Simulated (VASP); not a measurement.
Given:

```
CELL_PARAMETERS angstrom
      4.48185     0.00000     0.00000
      0.00000     4.48185     0.00000
      0.00000     0.00000     4.48185
ATOMIC_POSITIONS crystal
  Sc 0.00000 0.00000 0.00000
  N  0.50000 0.50000 0.50000
  N  0.00000 0.00000 0.50000
  N  0.00000 0.50000 0.00000
  N  0.50000 0.00000 0.00000
  Hf 0.50000 0.50000 0.00000
  Hf 0.50000 0.00000 0.50000
  Hf 0.00000 0.50000 0.50000
```

Level of theory: PBEsol GGA, VASP's PBE PAW potentials (set 64) (plane waves; VASP). Numerical set-up: 520 eV cut-off, Gaussian smearing of 0.050 eV, potentials Sc_sv N Hf_pv.

Unless said otherwise, spin-orbit coupling is left out, though it shifts the bands of the heavy elements here.

Q: What does the run give for the band gap (along the path) with the smallest direct gap where there is one?

A: 
```yaml
band gap (along the path): none (metal, semimetal or under 0.01 eV)
```

The absolute energy has meaning only against runs of the same code, potentials and settings.

The structure was generated: Hf3ScN4 was put into an ordered model structure (Pm-3m), which need not be its known phase. It was relaxed first. The electron count is odd and the run is not spin-polarised, which forces a metal.
